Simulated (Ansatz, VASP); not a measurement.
# GaP: VASP beside Ansatz, part 2 of 2

One calculation is typed for both programs; each brings its own data sets. How far apart do they land? The cell is taken from a series of runs on this material, whose earlier steps may have relaxed, scaled, displaced or heated it; both programs get it as it stands.

VASP 6.6.1 and Ansatz 0.2.0.

So far: Set-up; VASP: G0W0 gap, LDA.

## (3) Ansatz: G0W0 gap, LDA

Level of this step: Ansatz beside VASP: Kohn-Sham DFT, plane waves, LDA (Ansatz).

Ansatz runs on its default PAW (the set named soft_2) files.

The same cell, functional (in two slightly different forms) and mesh now go to Ansatz, which takes its cutoff from its data sets.

File input.yaml:

```yaml
crystal:
  lattice:
    - [-1.9077723299, -1.1014528666, 3.1592454139]
    - [1.9077723299, -1.1014528666, 3.1592454139]
    - [0.0, 2.2029057381, 3.1592454121]
  atoms:
    - { symbol: Ga, position: [-0.0006111086, -0.0006111086, -0.0006111086] }
    - { symbol: P, position: [0.7506111086, 0.7506111086, 0.7506111086] }
kpoints:
  mp_grid: { grid: [6, 6, 6] }
hamiltonian:
  xc: lda
scf:
  occupations: { method: fixed }
gw:
  n_empty_bands: 166
  ecut_chi: 150.0
  qp_bands: [v3, c4]
  screening: { model: contour_deformation }
```

Run with:

```console
ansatz run input.yaml --threads 8 --pin off --max-ram 18432MiB --backend cpu --events-out ev --progress --plain --runs-dir out
```

Numbers of over 12 decimals in the logs are rounded to 6 here.

Output:

```text
Engine: ansatz 0.2.0, x86_64-unknown-linux-gnu
Pseudopotentials: kind: paw
Pseudopotential: Ga, paw, valence charge 13, recommended cutoff 420 eV (normal), Ga.paw.azcp
Pseudopotential: P, paw, valence charge 5, recommended cutoff 420 eV (normal), P.paw.azcp
Functional definition: SPW92
  exchange = slater_x
  correlation = pw_c
Crystal: 2 atoms, lattice volume = 39.832 Å³
Basis set: ecut = 420 eV, 761 PW (Γ)
Bands: 13, of which v1, the nominal top of the filled ones, is band 9 counted from 1 (8 counted from 0)
Symmetry: 6 space group operations
Space group: R3m (ITA 160), of the structure as read, at distance tolerance 3.4e-5 Å
k-points: 32 of 216 (time reversal used)
Non-local potential: Ga, projectors of the file, l = 0: 2, l = 1: 2, l = 2: 3, l = 3: 1
Non-local potential: P, projectors of the file, l = 0: 2, l = 1: 2, l = 2: 2
PAW form: soft (Blöchl's): semilocal exchange-correlation on the pseudo side does not see the compensation charge
PAW frozen core: Ga, regenerated for the run's functional, and the local potential with it (the file was generated under x = pbe(κ = 0.804, μ = 0.219515), c = pbe(β = 0.066725))
PAW frozen core: P, regenerated for the run's functional, and the local potential with it (the file was generated under x = pbe(κ = 0.804, μ = 0.219515), c = pbe(β = 0.066725))
PAW one-centre angular grid: Ga, 590 points (default); XC on 64 Gauss nodes
PAW one-centre angular grid: P, 110 points (default); XC on 64 Gauss nodes
Initial density: superposition of atomic densities (neutral atoms: chi_scale 0, normalization atom), corrected by the library's trained network
Initial wavefunctions: pseudopotential atomic-orbital guess
Functional: x = slater, c = lda
SCF iter   1: F=—  HF=-4433.750331 eV  |F-HF|=—  |Δ(HF+E_count)|=         —  Δρ=6.01e-3  dr2=1.43e-2  ethr=1.77e-3  ⟨swp⟩=5.0  Hψ=2201  notcnv=0  defer=56
preconditioner: auto → none  [insulator: Δε(μ)=1.343 eV  Ē_g=15.568 eV  n_scr=14 (ndim 8)  ℏωp=25.0 eV  f_vac=0.011  ε∞_Penn≈3.6]
SCF iter   2: F=—  HF=-4433.745256 eV  |F-HF|=—  |Δ(HF+E_count)|=   5.07e-3  Δρ=2.98e-3  dr2=1.51e-3  ethr=7.92e-5  ⟨swp⟩=2.8  Hψ=843  notcnv=0  defer=62
SCF iter   3: F=—  HF=-4433.744858 eV  |F-HF|=—  |Δ(HF+E_count)|=   3.98e-4  Δρ=9.32e-4  dr2=2.66e-4  ethr=8.40e-6  ⟨swp⟩=2.7  Hψ=801  notcnv=0  defer=61
SCF iter   4: F=—  HF=-4433.744755 eV  |F-HF|=—  |Δ(HF+E_count)|=   1.02e-4  Δρ=3.46e-4  dr2=2.15e-5  ethr=1.48e-6  ⟨swp⟩=2.0  Hψ=778  notcnv=0  defer=54
iter 5 did not close the SCF: its close was put off for the readings that it lacked (scf_convergence_deferred on its scf_iter line)
SCF iter   5: F=-4433.744753 eV  HF=-4433.744753 eV  |F-HF|=1.11e-8  |Δ(HF+E_count)|=   2.25e-6  Δρ=1.82e-5  dr2=9.60e-8  ethr=1.19e-7  ⟨swp⟩=3.0  Hψ=707  notcnv=0  defer=49
SCF iter   6: F=-4433.744753 eV  HF=-4433.744753 eV  |F-HF|=4.13e-9  |Δ(HF+E_count)|=   1.11e-8  Δρ=3.85e-6  dr2=6.87e-9  ethr=5.33e-10  ⟨swp⟩=5.3  Hψ=2180  notcnv=0
SCF 1 converged in 6 iterations: F = -4433.744753 eV  dr2 = 6.87e-9
  greatest PAW one-centre occupation: 0.994 electrons in one spin orbital (limit 2), on the Ga atom at site 0 (counted from 0), in its partial waves of l = 2
NSCF: frozen V_eff on 32 k-points
G₀W₀ screening: q 1/32
[... further progress lines ...]
NSCF: frozen V_eff on 1 k-points
NSCF: frozen V_eff on 1 k-points
[...]
SCF converged after 6 iterations
Free energy (F): -4433.744753 eV
Harris-Foulkes:  -4433.744753 eV  (|F-HF|=4.13e-9)
Internal energy: -4433.744753 eV  (E = F + TS)
E sigma→0 (E₀):  -4433.744753 eV
Fermi energy:    7.090515 eV
--- Per-component energies (eV) ---
  E_band       = -61.413308
  E_kinetic    = 187.212643
  E_local      = -2195.179795  (includes V_loc(G=0)·N_el)
  E_nonlocal   = 462.064491
  E_hartree    = 1013.361331
  E_xc         = -130.369377
  E_vxc        = -119.981332  (∫ρ·V_xc dr)
  E_paw        = -2452.943993  (= ΣΔE_a)
  E_vpaw       = -422.253354  (= ΣTr[D̂ρ^β])
  E_aug_tail   = -0.000119  (compensation charges beyond the density's cutoff)
  E_ewald      = -1319.735766
  E_core_change = 1.845831  (= ΣΔE_core)
  E_smearing   = -0.000000  (= −TS)
  E_closure    = -0.000000  (closes the sum)
  Σ components = -4433.744753   (vs F -4433.744753, Δ=0.00e0)
--- Band table (eV; the first three rows and the last of 32) ---
  k-point 0: bands = [... 5 lower, -5.5899, 6.9798, 7.0905, 7.0905, 8.7823, 10.7332, 10.8876, 10.8876]
  k-point 1: bands = [... 5 lower, -5.2233, 4.6284, 6.6064, 6.6931, 9.3287, 11.3147, 11.4476, 12.0316]
  k-point 2: bands = [... 5 lower, -4.2406, 1.7367, 6.0601, 6.1274, 8.7849, 11.7154, 11.7936, 14.5405]
[...]
16    13     14.0934    -6.8141    -5.4910   -12.5941  0.7423    14.3833    14.3824  root
    17     7      2.5106   -17.9929     2.8537   -14.7366  0.7104     2.1049     2.1080  root
    17     8      5.1712   -16.0967     1.5213   -14.1421  0.7545     4.7351     4.7380  root
    17     9      5.4751   -16.3329     1.6054   -14.2543  0.7552     4.9986     5.0019  root
    17    10      9.7394    -8.4545    -4.1671   -12.9694  0.7779    10.0888    10.0872  root
    17    11     11.0705    -8.3249    -4.8059   -13.5537  0.7599    11.4968    11.4934  root
    17    12     12.6165    -6.7856    -4.8493   -11.9073  0.7589    12.8901    12.8890  root
    17    13     13.1807    -7.6128    -5.2564   -13.2448  0.7457    13.5585    13.5563  root
    18     7      2.4673   -17.8850     2.8483   -14.6369  0.7098     2.0645     2.0675  root
    18     8      5.1960   -16.1723     1.5464   -14.1907  0.7542     4.7579     4.7608  root
    18     9      5.5038   -16.3282     1.5960   -14.2600  0.7554     5.0284     5.0316  root
    18    10      9.8087    -8.3737    -4.1835   -12.9036  0.7778    10.1567    10.1551  root
    18    11     11.2532    -8.3220    -4.8638   -13.6107  0.7578    11.6818    11.6782  root
    18    12     12.7605    -6.9480    -4.8956   -12.1279  0.7566    13.0459    13.0448  root
    18    13     13.2210    -7.6630    -5.2578   -13.2986  0.7453    13.6011    13.5988  root
    19     7      1.3757   -18.3947     3.3748   -14.6472  0.7038     1.0017     1.0030  root
    19     8      3.6916   -15.6506     2.2299   -12.9445  0.7313     3.2101     3.2153  root
    19     9      4.9470   -15.9880     1.7354   -13.7773  0.7508     4.4678     4.4716  root
    19    10     10.5955    -8.3342    -4.4554   -13.1391  0.7678    10.9469    10.9450  root
    19    11     11.3202    -7.8445    -4.8347   -13.0611  0.7593    11.7049    11.7021  root
    19    12     12.2147    -6.9589    -4.8013   -12.0633  0.7594    12.5192    12.5178  root
    19    13     15.0983    -7.5646    -5.9584   -13.8849  0.7290    15.4609    15.4603  root
    20     7      0.4949   -17.9547     3.7048   -13.8938  0.7021     0.1375     0.1388  root
    20     8      3.2342   -15.7192     2.4515   -12.7934  0.7228     2.7550     2.7599  root
[...]
30    13     14.6950    -6.3552    -5.5271   -12.1568  0.7469    14.9700    14.9695  root
    31     7      0.2159   -17.0841     3.8916   -12.8166  0.6950    -0.1617    -0.1601  root
    31     8      5.9696   -16.6676     1.4668   -14.7354  0.7589     5.5013     5.5042  root
    31     9      5.9696   -16.6676     1.4668   -14.7354  0.7589     5.5013     5.5042  root
    31    10      8.7409    -9.4838    -4.0883   -14.0086  0.7822     9.1794     9.1773  root
    31    11     11.7396    -7.1455    -4.7329   -12.2315  0.7638    12.0948    12.0927  root
    31    12     11.7396    -7.1455    -4.7329   -12.2315  0.7638    12.0948    12.0927  root
    31    13     15.1927    -4.3150    -5.6751   -10.1194  0.7456    15.3221    15.3219  root
```

In the SCF lines HF is the Harris–Foulkes energy and dr2 the Hartree energy of the density residual, in eV; the loop may stop once dr2 is under the threshold and the program's other checks hold. Hψ counts applications of the Hamiltonian.

## (4) Differences

Known differences besides the potentials themselves: the two LDA forms differ slightly; fixed occupations in Ansatz, narrow Gaussian smearing in VASP; the cutoff is 420 eV in Ansatz and 430 eV in VASP; VASP's log shows a relativistic correction to its local exchange, Ansatz's none; Ansatz integrates over frequency by contour deformation, VASP on a grid of NOMEGA points. Total energies have different zeros and are not compared.

Compared:

```
                   quantity  Ansatz  VASP  difference
  G0W0 gap on the mesh (eV)    2.04  2.06       -0.02
Kohn-Sham gap under it (eV)    1.40  1.40        0.00
```

## (5) What came out

- difference in G0W0 gap on the mesh (G0W0 gap, LDA): -0.020 eV

In words: The difference in G0W0 gap on the mesh is -0.020 eV (G0W0 gap, LDA). How closely two codes agree says nothing of how well the functional describes the real material.

[Lines on the potential files, build, host, timing and source positions are cut from VASP's logs without a mark.]

[Logs are printed without paths, hosts, clocks, repeated set-up lines and the standing remarks that a program may print on its own settings, such as how far it seeks lower states.]

[Hosts, paths, dates, database ids (printed as entryN), source tags and the programs' standing remarks are cut or masked in the printed files.]
